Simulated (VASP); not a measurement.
Here is the system:

```
CELL_PARAMETERS angstrom
      0.00000     2.54451     2.54451
      2.54451     0.00000     2.54451
      2.54451     2.54451     0.00000
ATOMIC_POSITIONS crystal
  Ce 0.00000 0.00000 0.00000
  O  0.25000 0.25000 0.25000
  O  0.75000 0.75000 0.75000
```

These are LDA (Ceperley-Alder, Perdew-Zunger), VASP's LDA PAW potentials (set 64) (plane waves; VASP) values and carry that method's errors. Run with 620 eV cut-off, 8×8×8 Γ-centred mesh, Gaussian smearing of 0.050 eV, potentials Ce O.

Problem. Predict the energy per atom (σ→0), pressure.

Solution. 
| Item | Value |
|---|---|
| energy per atom (σ→0) | -9.388 eV/atom |
| pressure | 44.93 GPa |

Total energies compare only between runs with the same potentials, cut-off and functional.

The compound is CeO2 in the fluorite structure. It was relaxed first under an external pressure of 45 GPa. The run is not spin-polarised, so no magnetic state was tried.
